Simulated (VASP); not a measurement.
```
EuO
1.0
    0.00000     2.48783     2.48783
    2.48783     0.00000     2.48783
    2.48783     2.48783     0.00000
Eu O
1 1
Direct
  0.00000   0.00000   0.00000
  0.50000   0.50000   0.50000
```

Computed with PW91 GGA, VASP's PBE PAW potentials (set 64) (plane waves; VASP). Run with 520 eV cut-off, Gaussian smearing of 0.050 eV, potentials Eu_2 O.

The 4f electrons are frozen in the core of the lanthanide potential, so 4f levels, which can set the real gap, and their magnetism are missing.

### Question
Give the energies of bands 5 to 10 at the high-symmetry points, in eV from the valence-band maximum.

### Answer

```csv
band,Γ,X,U,L,W
5,-0.06,-0.10,-1.08,-2.58,-1.45
6,-0.06,0.00,-0.71,-1.55,-0.27
7,-0.06,0.00,-0.24,-1.55,-0.27
8,4.50,2.70,4.52,6.69,5.97
9,5.99,8.34,8.30,9.19,5.97
10,5.99,10.77,9.45,9.19,9.23
```

The gap is direct, 2.70 eV, from the valence maximum at X to the conduction minimum at X.

The compound is EuO in the rock salt structure. It was relaxed first, which changed the volume by -9 %.
